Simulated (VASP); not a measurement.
Here is a VASP 6.6.1 calculation.

INCAR

```
  PREC = Accurate
  ENCUT = 520
  EDIFF = 1E-7
  ISMEAR = 1
  SIGMA = 0.1
  LREAL = False
  LASPH = True
  NELM = 80
  ALGO = Fast
  ISIF = 2
  LWAVE = False
  LCHARG = False
  GGA = PS
  ICORELEVEL = 1
```

Contents of KPOINTS:

```
Automatic mesh
0
Gamma
  13 10 37
```

POSCAR

```
Ag
1.0
    2.8648615100      0.0000000000      0.0000000000
    0.0000000000      4.0515260000      0.0000000000
    1.4324307500      2.0257630000      1.4324307500
Ag
1
Direct
    0.0000000000      0.0000000000      0.0000000000
```

Potentials or basis: VASP PAW PBE potentials, release 64 (Ag).

Run with:

```bash
$ cat potpaw_PBE.64/Ag/POTCAR > POTCAR
$ mpirun -np 1 vasp_std > vasp.out
```

(1) Estimate the band gap on the k mesh.

(2) Predict the pressure.

Answers

(1) none (metal or under the smearing width).

(2) 0.0 GPa.

Caveat: the PAW data sets were made with another functional, which shifts forces and pressure a little.
